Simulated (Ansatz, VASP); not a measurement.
# TiO2: VASP beside Ansatz, part 2 of 2

Wanted: the spread between two codes on one cell, functional and k mesh.

VASP 6.6.1 and Ansatz 0.2.0.

So far: Starting point; VASP: dielectric response, LDA.

### Step 3. Ansatz: dielectric response, LDA

Level of this step: Ansatz beside VASP: Kohn-Sham DFT, plane waves, LDA (Ansatz).

Ansatz runs on its default PAW (the set named soft_2) files.

The same cell, functional (in two slightly different forms) and mesh now go to Ansatz, which takes its cutoff from its data sets.

File input.yaml:

```yaml
crystal:
  lattice:
    - [4.594, 0.0, 0.0]
    - [0.0, 4.594, 0.0]
    - [0.0, 0.0, 2.959]
  atoms:
    - { symbol: Ti, position: [0.0, 0.0, 0.0] }
    - { symbol: Ti, position: [0.5, 0.5, 0.5] }
    - { symbol: O, position: [0.306, 0.306, 0.0] }
    - { symbol: O, position: [0.194, 0.806, 0.5] }
    - { symbol: O, position: [0.694, 0.694, 0.0] }
    - { symbol: O, position: [0.806, 0.194, 0.5] }
hamiltonian:
  xc: lda
  pseudopotentials: { kind: paw }
kpoints:
  mp_grid: { grid: [5, 5, 8] }
scf:
  occupations: { method: fixed }
dielectric:
  method: response
```

Launch:

```console
ansatz run input.yaml --threads 4 --pin off --max-ram 9216MiB --backend cpu --events-out ev --progress --plain --runs-dir out
```

Numbers of over 12 decimals in the logs are rounded to 6 here.

Log:

```text
Engine: ansatz 0.2.0, aarch64-unknown-linux-gnu
Pseudopotentials: kind: paw
Pseudopotential: Ti, paw, valence charge 12, recommended cutoff 420 eV (normal), Ti.paw.azcp
Pseudopotential: O, paw, valence charge 6, recommended cutoff 420 eV (normal), O.paw.azcp
Functional definition: SPW92
  exchange = slater_x
  correlation = pw_c
Crystal: 6 atoms, lattice volume = 62.449 Å³
Basis set: ecut = 420 eV, 1217 PW (Γ), exchange–correlation on 64×64×40 points (8 copies of the dense FFT grid, shifted against one another)
Bands: 30, of which v1, the nominal top of the filled ones, is band 24 counted from 1 (23 counted from 0)
Symmetry: 16 space group operations
k-points: 63 of 200 (irreducible under 2 space group operations, time reversal used)
Non-local potential: Ti, projectors of the file, l = 0: 3, l = 1: 2, l = 2: 3, l = 3: 1
Non-local potential: O, projectors of the file, l = 0: 2, l = 1: 2, l = 2: 1
PAW form: soft (Blöchl's): semilocal exchange-correlation on the pseudo side does not see the compensation charge
PAW frozen core: Ti, regenerated for the run's functional, and the local potential with it (the file was generated under x = pbe(κ = 0.804, μ = 0.219515), c = pbe(β = 0.066725))
PAW frozen core: O, regenerated for the run's functional, and the local potential with it (the file was generated under x = pbe(κ = 0.804, μ = 0.219515), c = pbe(β = 0.066725))
PAW one-centre angular grid: Ti, 590 points (default); XC on 64 Gauss nodes
PAW one-centre angular grid: O, 110 points (default); XC on 64 Gauss nodes
Initial density: superposition of atomic densities (neutral atoms: chi_scale 0, normalization atom), corrected by the library's trained network
Initial wavefunctions: pseudopotential atomic-orbital guess
Functional: x = slater, c = lda
SCF iter   1: F=—  HF=-7130.403759 eV  |F-HF|=—  |Δ(HF+E_count)|=         —  Δρ=2.33e-2  dr2=3.23e-1  ethr=1.77e-3  ⟨swp⟩=3.9  Hψ=7076  notcnv=0  defer=130
preconditioner: auto → Resta (q_TF=auto, 2.611 Å⁻¹)  ε∞=9.4  [insulator: Δε(μ)=1.599 eV  Ē_g=9.177 eV  n_scr=18 (ndim 8)  ℏωp=26.6 eV  f_vac=0.019  ε∞_Penn≈9.4]
SCF iter   2: F=—  HF=-7130.354526 eV  |F-HF|=—  |Δ(HF+E_count)|=   4.92e-2  Δρ=1.26e-2  dr2=7.81e-2  ethr=6.73e-4  ⟨swp⟩=2.1  Hψ=3259  notcnv=0  defer=217
SCF iter   3: F=—  HF=-7130.340328 eV  |F-HF|=—  |Δ(HF+E_count)|=   1.42e-2  Δρ=3.77e-3  dr2=6.18e-3  ethr=1.63e-4  ⟨swp⟩=2.0  Hψ=2703  notcnv=0  defer=221
SCF iter   4: F=—  HF=-7130.338647 eV  |F-HF|=—  |Δ(HF+E_count)|=   1.68e-3  Δρ=7.85e-4  dr2=2.97e-4  ethr=1.29e-5  ⟨swp⟩=2.0  Hψ=3244  notcnv=0  defer=251
SCF iter   5: F=—  HF=-7130.338615 eV  |F-HF|=—  |Δ(HF+E_count)|=   3.20e-5  Δρ=1.45e-4  dr2=1.48e-5  ethr=6.19e-7  ⟨swp⟩=2.0  Hψ=2626  notcnv=0  defer=215
SCF iter   6: F=—  HF=-7130.338611 eV  |F-HF|=—  |Δ(HF+E_count)|=   4.38e-6  Δρ=5.28e-5  dr2=1.50e-6  ethr=3.09e-8  ⟨swp⟩=2.4  Hψ=3083  notcnv=0  defer=92
SCF iter   7: F=—  HF=-7130.338615 eV  |F-HF|=—  |Δ(HF+E_count)|=   3.97e-6  Δρ=9.98e-6  dr2=6.38e-8  ethr=3.12e-9  ⟨swp⟩=2.4  Hψ=2891  notcnv=0  defer=92
SCF iter   8: F=—  HF=-7130.338615 eV  |F-HF|=—  |Δ(HF+E_count)|=   2.99e-9  Δρ=2.70e-6  dr2=5.87e-9  ethr=1.33e-10  ⟨swp⟩=2.4  Hψ=3371  notcnv=0  defer=92
SCF iter   9: F=—  HF=-7130.338615 eV  |F-HF|=—  |Δ(HF+E_count)|=  7.58e-10  Δρ=4.68e-7  dr2=1.53e-10  ethr=1.22e-11  ⟨swp⟩=2.0  Hψ=2408  notcnv=0  defer=92
SCF iter  10: F=-7130.338615 eV  HF=-7130.338615 eV  |F-HF|=0.00e0  |Δ(HF+E_count)|=  5.46e-12  Δρ=7.66e-8  dr2=3.98e-12  ethr=1.00e-12  ⟨swp⟩=7.1  Hψ=5296  notcnv=0
SCF 1 converged in 10 iterations: F = -7130.338615 eV  dr2 = 3.98e-12
  greatest PAW one-centre occupation: 0.999 electrons in one spin orbital (limit 2), on the Ti atom at site 1 (counted from 0), in its partial waves of l = 0
NSCF: frozen V_eff on 6 k-points
DFPT response loops at Γ: preconditioner auto → Resta (q_TF=auto, 2.611 Å⁻¹)  ε∞=5.7 (no band partly filled); β = 1.00, the filter's whole step (`scf.mixing.beta` (0.50) is not read by the response loops at its default; to damp them type it under 1.00, their step now; it binds the ground state too); Broyden in place of MSR1
── the response to a field inside a basis, on 6×6×8 k-points: an SCF that follows is theirs, and a resumed run solves both again ──
Bands: 25, of which v1, the nominal top of the filled ones, is band 24 counted from 1 (23 counted from 0)
k-points: 24 of 288
Initial density: handed on by an earlier stage of this run
Initial wavefunctions: pseudopotential atomic-orbital guess (no wavefunctions were taken with the density)
Eigensolver: Dense (24 Hₖ)
SCF iter   1: F=—  HF=-7130.330972 eV  |F-HF|=—  |Δ(HF+E_count)|=         —  Δρ=5.81e-4  dr2=4.41e-5  ethr=1.00e-1
preconditioner: auto → Resta (q_TF=auto, 2.611 Å⁻¹)  ε∞=10.6  [insulator: Δε(μ)=1.978 eV  Ē_g=8.570 eV  n_scr=18 (ndim 8)  ℏωp=26.6 eV  f_vac=0.011  ε∞_Penn≈10.6]
SCF iter   2: F=—  HF=-7130.330958 eV  |F-HF|=—  |Δ(HF+E_count)|=   1.44e-5  Δρ=2.58e-4  dr2=1.99e-5  ethr=9.18e-8
SCF iter   3: F=—  HF=-7130.330955 eV  |F-HF|=—  |Δ(HF+E_count)|=   3.14e-6  Δρ=1.45e-4  dr2=3.99e-6  ethr=4.15e-8
SCF iter   4: F=—  HF=-7130.330954 eV  |F-HF|=—  |Δ(HF+E_count)|=   9.06e-7  Δρ=2.42e-5  dr2=2.48e-7  ethr=8.31e-9
SCF iter   5: F=-7130.330954 eV  HF=-7130.330954 eV  |F-HF|=8.03e-9  |Δ(HF+E_count)|=   6.04e-8  Δρ=4.82e-6  dr2=1.97e-8  ethr=5.16e-10
SCF 1 converged in 5 iterations: F = -7130.330954 eV  dr2 = 1.97e-8
DFPT response loops at Γ: preconditioner auto → Resta (q_TF=auto, 2.611 Å⁻¹)  ε∞=5.5 (no band partly filled); β = 1.00, the filter's whole step (`scf.mixing.beta` (0.50) is not read by the response loops at its default; to damp them type it under 1.00, their step now; it binds the ground state too); Broyden in place of MSR1
SCF converged after 10 iterations
Free energy (F): -7130.338615 eV
Harris-Foulkes:  -7130.338615 eV  (|F-HF|=0.00e0)
Internal energy: -7130.338615 eV  (E = F + TS)
E sigma→0 (E₀):  -7130.338615 eV
Fermi energy:    8.735403 eV
--- Per-component energies (eV) ---
  E_band       = -401.489566
  E_kinetic    = 1240.110347
  E_local      = -3094.134804  (includes V_loc(G=0)·N_el)
  E_nonlocal   = 211.629240
  E_hartree    = 1170.122703
  E_xc         = -484.965255
  E_vxc        = -618.350211  (∫ρ·V_xc dr)
  E_paw        = -2580.470631  (= ΣΔE_a)
  E_vpaw       = -480.999690  (= ΣTr[D̂ρ^β])
  E_aug_tail   = 0.010157  (compensation charges beyond the density's cutoff)
  E_ewald      = -3593.679957
  E_core_change = 1.039587  (= ΣΔE_core)
  E_smearing   = -0.000000  (= −TS)
  E_closure    = -0.000000  (closes the sum)
  Σ components = -7130.338615   (vs F -7130.338615, Δ=0.00e0)
--- Band table (eV; the first three rows and the last of 63) ---
  k-point 0: bands = [... 20 lower, 8.0546, 8.3130, 8.3130, 8.7354, 10.5858, 10.8998, 11.1344, 11.2075, ... 2 higher]
  k-point 1: bands = [... 20 lower, 7.4161, 7.9963, 7.9963, 8.6626, 10.9634, 11.0222, 11.0465, 11.4188, ... 2 higher]
  k-point 2: bands = [... 20 lower, 6.9513, 7.2680, 7.2680, 8.2794, 10.9220, 11.2792, 11.5587, 11.8718, ... 2 higher]
  k-point 62: bands = [... 20 lower, 6.9182, 7.1067, 7.2825, 7.6140, 10.9178, 11.1620, 11.3268, 11.4754, ... 2 higher]
--- Dielectric response (ions clamped): 3 representative field directions + reference, inside a basis on a mesh of 288 k-points (Σ response iterations 15) ---
  ε∞ (high-frequency dielectric tensor):
        7.432908     0.000000     0.000000
        0.000000     7.432908     0.000000
        0.000000     0.000000     9.063094
  Born effective charges Z* (e; rows j = field, columns β = displacement):
    site 0:
         6.21418    0.98397    0.00000
         0.98397    6.21418    0.00000
         0.00000    0.00000    7.78885
    site 1:
         6.21418   -0.98397    0.00000
        -0.98397    6.21418    0.00000
         0.00000    0.00000    7.78885
    site 2:
        -3.10709   -1.76208    0.00000
        -1.76208   -3.10709    0.00000
         0.00000    0.00000   -3.89443
    site 3:
        -3.10709    1.76208    0.00000
         1.76208   -3.10709    0.00000
         0.00000    0.00000   -3.89443
    site 4:
        -3.10709   -1.76208    0.00000
        -1.76208   -3.10709    0.00000
         0.00000    0.00000   -3.89443
    site 5:
        -3.10709    1.76208    0.00000
         1.76208   -3.10709    0.00000
         0.00000    0.00000   -3.89443
  Z* charge neutrality: 6.856e-3 e pre-enforcement
  solved inside a basis spanned on kpoints, on 6×6×8 k-points, its susceptibility summed on 8×8×14: ε∞ is read to err by 2.7e-2, Z* by 4.1e-2 e (field_mesh: kpoints solves on kpoints); Z* is corrected for what the basis lacks
```

Wall time 24 s (4 threads of Arm Neoverse V1, shared host); peak memory 0.75 GiB; 91 s of CPU time.

### Step 4. Comparison

Known differences besides the PAW data sets themselves: the two LDA forms differ slightly; VASP's response is taken on the typed mesh, Ansatz refines its own for the field response alone; the cutoff is 420 eV in Ansatz and 520 eV in VASP; Ansatz makes its cores anew for this functional, VASP keeps those of its LDA data sets. Total energies have different zeros and are not compared.

Both answers:

```csv
quantity,Ansatz,VASP,difference
ε∞ xx,7.43,7.50,-0.95 %
ε∞ yy,7.43,7.50,-0.95 %
ε∞ zz,9.06,9.16,-1.03 %
Born charge of Ti1 (mean of the diagonal) (e),6.74,6.76,-0.03
Born charge of O3 (mean of the diagonal) (e),-3.37,-3.38,+0.01
```

### Step 5. Summary of results

```
difference in ε∞ zz (dielectric response, LDA) : -1.0 %
```

The difference in ε∞ zz is -1.0 % (dielectric response, LDA), within the 5 % picked in this series as the mark of a large difference. Differences of this kind measure data sets and numerical settings, not the functional's error against experiment.

[Lines on the potential files, build, host, timing and source positions are cut from VASP's logs without a mark.]

[Logs are printed without paths, hosts, clocks, repeated set-up lines and the standing remarks that a program may print on its own settings, such as how far it seeks lower states.]

[Hosts, paths, dates, database ids (printed as entryN), source tags and the programs' standing remarks are cut or masked in the printed files.]
